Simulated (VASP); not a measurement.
## CdS (Hawleyite): cell size against the level of theory

Which functional gives the lattice of CdS (Hawleyite) as experiment finds it, and is a dearer one worth its cost? The levels: LDA, PBE, r2SCAN, PBE + D3(BJ), r2SCAN + rVV10, AM05, optB88-vdW and BLYP + D3(BJ). LASPH is on for some levels and off for others; the table marks which. The start is a cell from a database of measured crystal structures.

Method: LDA; plane waves and PAW (Cd, S), in the first sound run; inputs show where later runs differ, in VASP 6.6.1.

This is a report of a sequence of runs, with most program output left out.

### Step 1. The structure

Before any relaxation, the start is as follows. Symmetry: F-43m, No. 216, cubic system. The conventional cell has a = 5.833 Å, b = 5.833 Å, c = 5.833 Å, α = 90.00°, β = 90.00°, γ = 90.00°. Nearest to Cd lie 4 S at 2.53 Å. Nearest to S lie 4 Cd at 2.53 Å. Farther neighbours and most contacts between anions are not listed.

### Step 2. Relaxation with LDA

The start need not lie at this functional's minimum. ISIF = 3 frees volume, shape and positions, and EDIFFG sets the threshold on forces and stress at which the search stops. LDA, the lowest rung, knows the local density alone.

The input, INCAR:

```
SYSTEM = CdS
PREC = Accurate
ENCUT = 520
EDIFF = 1E-06
NELM = 100
ISMEAR = -1
SIGMA = 0.05
LREAL = .FALSE.
ALGO = Normal
GGA = CA
NBANDS = 15
LORBIT = 11
LWAVE = .FALSE.
LCHARG = .FALSE.
KPAR = 2
IBRION = 2
NSW = 60
ISIF = 3
EDIFFG = -0.01
```

The input, POSCAR:

```
CdS
1.0
    0.0000000000      2.9165000000      2.9165000000
    2.9165000000      0.0000000000      2.9165000000
    2.9165000000      2.9165000000      0.0000000000
Cd S
1 1
Direct
    0.0000000000      0.0000000000      0.0000000000
    0.2500000000      0.2500000000      0.2500000000
```

The input, KPOINTS:

```
Automatic mesh
0
Gamma
8 8 8
0 0 0
```

Potentials, in the order of the species: Cd and S (PBE family, release 64).

The run is started by

```bash
mpirun -np 2 vasp_std
```

The job ended after 9 s (2 MPI ranks of Intel Xeon 6975P-C (Granite Rapids), shared host; peak memory 0.31 GiB).

The gap is read on the k-mesh alone, so it is an upper bound where the band edges lie off the mesh. The PAW data sets were made with PBE, though LDA sets exist; this is a small mismatch. The run keeps the 24 symmetry operations of its start, so it cannot find a distortion of lower symmetry.

Step by step:

| step | energy less that of the first step (eV) | largest force (eV/Å) | pressure (GPa) | volume (Å³) |
| --- | --- | --- | --- | --- |
| 1 | 0.0000 | 0.0000 | -1.86 | 49.62 |
| 2 | -0.0069 | 0.0000 | 0.85 | 47.58 |
| 3 | -0.0086 | 0.0000 | 0.02 | 48.18 |

| conventional cell, symmetrised | before | after | change |
| --- | --- | --- | --- |
| a (Å) | 5.833 | 5.776 | -1.0 % |
| b (Å) | 5.833 | 5.776 | -1.0 % |
| c (Å) | 5.833 | 5.776 | -1.0 % |
| volume (Å³/atom) | 24.81 | 24.09 | -2.9 % |

Final coordinates:

```
Cd S
1.0
     0.00000    2.88804    2.88804
     2.88804    0.00000    2.88804
     2.88804    2.88804    0.00000
Cd S
1 1
Direct
  0.00000 0.00000 0.00000
  0.25000 0.25000 0.25000
```

Numbers from this step:

- electrons: 18
- bands: 15
- irreducible k-points: 29
- symmetry operations: 24
- free energy (TOTEN): -7.450 eV
- Fermi energy: 1.828 eV
- pressure: 0.01586 GPa
- metallic: no
- valence top at k: 0, 0, 0
- conduction bottom at k: 0, 0, 0
- least direct gap at k: 0, 0, 0
- SCF cycles over all ionic steps: 26
- gap on the k-mesh: 0.9496 eV
- least direct gap on the k-mesh: 0.9496 eV

It ends with forces that vanish by symmetry and a pressure of 0.02 GPa. The volume lies -2.9 % from that of the database's start, which holds the thermal and zero-point expansion of its experiment. The conventional cell has a = 5.776 Å.

### Step 3. Relaxation with PBE

This step: PBE; plane waves and PAW (Cd, S) (VASP 6.6.1).

PBE, the usual starting point, adds the gradient of the density.

INCAR, as its differences from that of step 2:

```diff
@@ -9,3 +9,3 @@
 ALGO = Normal
-GGA = CA
+GGA = PE
 NBANDS = 15
```

POSCAR is that of step 2.

KPOINTS is that of step 2.

The run is started by

```bash
mpirun -np 2 vasp_std
```

The job ended after 11 s (2 MPI ranks; peak memory 0.37 GiB).

Step by step:

| step | energy less that of the first step (eV) | largest force (eV/Å) | pressure (GPa) | volume (Å³) |
| --- | --- | --- | --- | --- |
| 1 | 0.0000 | 0.0000 | 3.22 | 49.62 |
| 2 | -0.0231 | 0.0000 | -0.93 | 53.28 |
| 3 | -0.0259 | 0.0000 | 0.03 | 52.32 |

| conventional cell, symmetrised | before | after | change |
| --- | --- | --- | --- |
| a (Å) | 5.833 | 5.937 | +1.8 % |
| b (Å) | 5.833 | 5.937 | +1.8 % |
| c (Å) | 5.833 | 5.937 | +1.8 % |
| volume (Å³/atom) | 24.81 | 26.16 | +5.4 % |

The relaxed structure:

```cif
data_structure
_symmetry_space_group_name_H-M 'P 1'
_symmetry_Int_Tables_number 1
_cell_length_a 4.1981
_cell_length_b 4.1981
_cell_length_c 4.1981
_cell_angle_alpha 60.000
_cell_angle_beta 60.000
_cell_angle_gamma 60.000
_cell_volume 52.32
loop_
_atom_site_label
_atom_site_type_symbol
_atom_site_fract_x
_atom_site_fract_y
_atom_site_fract_z
_atom_site_occupancy
Cd1 Cd 0.00000 0.00000 0.00000 1
S2 S 0.25000 0.25000 0.25000 1
```

This step gave:

```
free energy (TOTEN)             : -6.147 eV
Fermi energy                    : 1.433 eV
pressure                        : 0.02645 GPa
SCF cycles over all ionic steps : 30
gap on the k-mesh               : 1.031 eV
least direct gap on the k-mesh  : 1.031 eV
```

It ends at 26.16 Å³/atom, +5.4 % from the start, with 0.03 GPa left. The conventional cell has a = 5.937 Å.

### Step 4. Relaxation with r2SCAN

This step: r2SCAN; plane waves and PAW (Cd, S) (VASP 6.6.1).

r2SCAN adds the kinetic-energy density, costs more than a GGA and is run with LASPH.

INCAR, as its differences from that of step 3:

```diff
@@ -9,3 +9,4 @@
 ALGO = Normal
-GGA = PE
+METAGGA = R2SCAN
+LASPH = .TRUE.
 NBANDS = 15
```

POSCAR is that of step 3.

KPOINTS is that of step 3.

The run is started by

```bash
mpirun -np 2 vasp_std
```

It took 41 s on 2 MPI ranks; peak memory 0.38 GiB; 80 s of CPU time.

The PAW data sets were made with PBE, which is usual practice but a small mismatch for other functionals.

Step by step:

| step | energy less that of the first step (eV) | largest force (eV/Å) | pressure (GPa) | volume (Å³) |
| --- | --- | --- | --- | --- |
| 1 | 0.0000 | 0.0000 | 1.78 | 49.62 |
| 2 | -0.0064 | 0.0000 | -0.69 | 51.62 |
| 3 | -0.0077 | 0.0000 | 0.00 | 51.02 |

| conventional cell, symmetrised | before | after | change |
| --- | --- | --- | --- |
| a (Å) | 5.833 | 5.888 | +0.9 % |
| b (Å) | 5.833 | 5.888 | +0.9 % |
| c (Å) | 5.833 | 5.888 | +0.9 % |
| volume (Å³/atom) | 24.81 | 25.51 | +2.8 % |

The relaxed structure:

```
Cd S
1.0
     0.00000    2.94385    2.94385
     2.94385    0.00000    2.94385
     2.94385    2.94385    0.00000
Cd S
1 1
Direct
  0.00000 0.00000 0.00000
  0.25000 0.25000 0.25000
```

It ends at 25.51 Å³/atom, +2.8 % from the start, with 0.00 GPa left. The conventional cell has a = 5.888 Å.

### Step 5. Relaxation with PBE + D3(BJ)

This step: PBE with D3(BJ); plane waves and PAW (Cd, S) (VASP 6.6.1).

A dispersion term adds the long-range attraction that semilocal functionals lack. D3 with Becke-Johnson damping keeps a finite attraction at short range.

INCAR, as its differences from that of step 4:

```diff
@@ -9,4 +9,4 @@
 ALGO = Normal
-METAGGA = R2SCAN
-LASPH = .TRUE.
+GGA = PE
+IVDW = 12
 NBANDS = 15
```

POSCAR is that of step 4.

KPOINTS is that of step 4.

The run is started by

```bash
mpirun -np 2 vasp_std
```

The job ended after 11 s (2 MPI ranks; peak memory 0.38 GiB; 21 s of CPU time).

Step by step:

| step | energy less that of the first step (eV) | largest force (eV/Å) | pressure (GPa) | volume (Å³) |
| --- | --- | --- | --- | --- |
| 1 | 0.0000 | 0.0000 | 0.98 | 49.62 |
| 2 | -0.0021 | 0.0000 | -0.34 | 50.71 |
| 3 | -0.0024 | 0.0000 | 0.02 | 50.42 |

| conventional cell, symmetrised | before | after | change |
| --- | --- | --- | --- |
| a (Å) | 5.833 | 5.864 | +0.5 % |
| b (Å) | 5.833 | 5.864 | +0.5 % |
| c (Å) | 5.833 | 5.864 | +0.5 % |
| volume (Å³/atom) | 24.81 | 25.21 | +1.6 % |

Final coordinates:

```xyz
2
Lattice="0.0000 2.9321 2.9321 2.9321 0.0000 2.9321 2.9321 2.9321 0.0000" Properties=species:S:1:pos:R:3 pbc="T T T"
Cd    0.0000    0.0000    0.0000
S     1.4660    1.4660    1.4660
```

It ends at 25.21 Å³/atom, +1.6 % from the start, with 0.02 GPa left. The conventional cell has a = 5.864 Å. Against plain PBE, the dispersion term moves a by -1.2 %.

### Step 6. Relaxation with r2SCAN + rVV10

This step: r2SCAN with rVV10; plane waves and PAW (Cd, S) (VASP 6.6.1).

LUSE_VDW switches on a nonlocal correlation term for dispersion.

INCAR, as its differences from that of step 5:

```diff
@@ -9,4 +9,8 @@
 ALGO = Normal
-GGA = PE
-IVDW = 12
+METAGGA = R2SCAN
+LUSE_VDW = .TRUE.
+IVDW_NL = 2
+BPARAM = 11.95
+CPARAM = 0.0093
+LASPH = .TRUE.
 NBANDS = 15
```

POSCAR is that of step 5.

KPOINTS is that of step 5.

The run is started by

```bash
mpirun -np 2 vasp_std
```

The job ended after 99 s (2 MPI ranks; peak memory 0.63 GiB; 3.3 min of CPU time).

It ends at 25.19 Å³/atom, +1.5 % from the start, with 0.00 GPa left. The conventional cell has a = 5.863 Å. Against plain r2SCAN, the dispersion term moves a by -0.4 %.

### Step 7. Relaxation with AM05

This step: AM05; plane waves and PAW (Cd, S) (VASP 6.6.1).

AM05 is built from the electron gas and the surface model, and does well on lattice constants.

INCAR, as its differences from that of step 6:

```diff
@@ -9,8 +9,3 @@
 ALGO = Normal
-METAGGA = R2SCAN
-LUSE_VDW = .TRUE.
-IVDW_NL = 2
-BPARAM = 11.95
-CPARAM = 0.0093
-LASPH = .TRUE.
+GGA = AM
 NBANDS = 15
```

POSCAR is that of step 6.

KPOINTS is that of step 6.

The run is started by

```bash
mpirun -np 2 vasp_std
```

Elapsed: 13 s, on 2 MPI ranks; peak memory 0.35 GiB.

It ends at 25.10 Å³/atom, +1.2 % from the start, with 0.03 GPa left. The conventional cell has a = 5.856 Å.

### Step 8. Relaxation with optB88-vdW

This step: optB88-vdW; plane waves and PAW (Cd, S) (VASP 6.6.1).

optB88-vdW pairs nonlocal correlation with a B88-type exchange refitted to the binding of molecular dimers.

INCAR, as its differences from that of step 7:

```diff
@@ -9,3 +9,8 @@
 ALGO = Normal
-GGA = AM
+GGA = BO
+AGGAC = 0
+LUSE_VDW = .TRUE.
+PARAM1 = 0.1833333333
+PARAM2 = 0.22
+LASPH = .TRUE.
 NBANDS = 15
```

POSCAR is that of step 7.

KPOINTS is that of step 7.

The run is started by

```bash
mpirun -np 2 vasp_std
```

Elapsed: 85 s, on 2 MPI ranks; peak memory 0.77 GiB; 2.8 min of CPU time.

It ends at 25.89 Å³/atom, +4.4 % from the start, with 0.02 GPa left. The conventional cell has a = 5.916 Å.

### Step 9. Relaxation with BLYP + D3(BJ)

This step: BLYP with D3(BJ); plane waves and PAW (Cd, S) (VASP 6.6.1).

BLYP comes from molecular chemistry and underbinds dense solids.

INCAR, as its differences from that of step 8:

```diff
@@ -9,8 +9,12 @@
 ALGO = Normal
-GGA = BO
-AGGAC = 0
-LUSE_VDW = .TRUE.
-PARAM1 = 0.1833333333
-PARAM2 = 0.22
-LASPH = .TRUE.
+GGA = B5
+ALDAX = 1
+AGGAX = 1
+AGGAC = 1
+ALDAC = 0
+IVDW = 12
+VDW_S6 = 1
+VDW_S8 = 2.6996
+VDW_A1 = 0.4298
+VDW_A2 = 4.2359
 NBANDS = 15
```

POSCAR is that of step 8.

KPOINTS is that of step 8.

The run is started by

```bash
mpirun -np 2 vasp_std
```

Run time: 21 s. Hardware: 2 MPI ranks; peak memory 0.39 GiB.

It ends at 25.41 Å³/atom, +2.4 % from the start, with 0.01 GPa left. The conventional cell has a = 5.880 Å.

### Step 10. The cells as a table

This step: relaxed cells at several levels; plane waves and PAW (VASP 6.6.1).

This step runs nothing: it gathers the runs above.

Lengths are those of the conventional cell; cost is the wall time of each run, as given at its step, times its ranks, without the set-up around it; LASPH differs between rows, which moves results and costs too. Results by level, by row:

| level | volume (Å³/atom) | change from the start (%) | a (Å) | cost (core minutes) | LASPH |
| --- | --- | --- | --- | --- | --- |
| LDA | 24.09 | -2.9 | 5.776 | 0.3 | off |
| PBE | 26.16 | 5.4 | 5.937 | 0.367 | off |
| r2SCAN | 25.51 | 2.8 | 5.888 | 1.37 | on |
| PBE + D3(BJ) | 25.21 | 1.6 | 5.864 | 0.36 | off |
| r2SCAN + rVV10 | 25.19 | 1.5 | 5.863 | 3.3 | on |
| AM05 | 25.1 | 1.2 | 5.856 | 0.44 | off |
| optB88-vdW | 25.89 | 4.4 | 5.916 | 2.83 | on |
| BLYP + D3(BJ) | 25.41 | 2.4 | 5.88 | 0.7 | off |

### Step 11. Summary of results

```
volume, LDA            : 24.09 Å³/atom
volume, PBE            : 26.16 Å³/atom
volume, r2SCAN         : 25.51 Å³/atom
volume, PBE + D3(BJ)   : 25.21 Å³/atom
volume, r2SCAN + rVV10 : 25.19 Å³/atom
volume, AM05           : 25.10 Å³/atom
volume, optB88-vdW     : 25.89 Å³/atom
volume, BLYP + D3(BJ)  : 25.41 Å³/atom
```

What this shows: For CdS (Hawleyite) the levels give volumes between 24.09 Å³/atom (LDA) and 26.16 Å³/atom (PBE), a spread of 8.6 %, while the cost of the finished runs spans a factor of 11. Against the volume of the start, a cell from experiment, AM05 comes nearest (+1.2 %) and PBE lies farthest (+5.4 %); thermal expansion is in that cell alone. Within 2 % of it: PBE + D3(BJ), r2SCAN + rVV10 and AM05. The costs hold the number of ionic steps as well as the price of the functional. Adding D3(BJ) to PBE changes the volume by -3.6 % (a by -1.2 %). Adding rVV10 to r2SCAN changes the volume by -1.3 % (a by -0.4 %). Within 0.02 Å all end in space group F-43m; the runs can't lower the symmetry of the start. LASPH is on for some levels and off for others, so differences between them are not the functional's alone. Each is a single relaxation on the plane waves of the start cell, so larger changes of volume carry a basis-set error that was not tested here. Zero-point and thermal expansion are not included.

[Lines on the potential files, build, host, timing and source positions are cut from VASP's logs without a mark.]

[Logs are printed without paths, hosts, clocks, repeated set-up lines and the standing remarks that a program may print on its own settings, such as how far it seeks lower states.]

[Hosts, paths, dates, database ids (printed as entryN), source tags and the programs' standing remarks are cut or masked in the printed files.]

[A measured line is paired with the nearest computed mode of its activity, which favours agreement.]
